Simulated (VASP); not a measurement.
Input:

```xyz
2
Lattice="0.0000 2.7231 2.7231 2.7231 0.0000 2.7231 2.7231 2.7231 0.0000" Properties=species:S:1:pos:R:3 pbc="T T T"
K      0.0000     0.0000     0.0000
F      2.7231     2.7231     2.7231
```

Computed with rev-vdW-DF2, VASP's PBE PAW potentials (set 64) (plane waves; VASP 6.6.1). Settings: 520 eV cut-off, 9×9×9 Γ-centred mesh, Gaussian smearing of 0.050 eV, potentials K_sv F.

**Question.** Estimate the energy per atom (σ→0), pressure, band gap (on the k-mesh) with the smallest direct gap where there is one.

**Answer.** 
```
Item                                         Result
-----------------------------------  --------------
band gap (on the k-mesh)                    5.76 eV
smallest direct gap (on the k-mesh)         5.76 eV
energy per atom (σ→0)                -2.414 eV/atom
pressure                                  -1.74 GPa
```

The compound is KF in the rock salt structure. This cell is one point of a volume scan, at 1.06 of the reference volume.
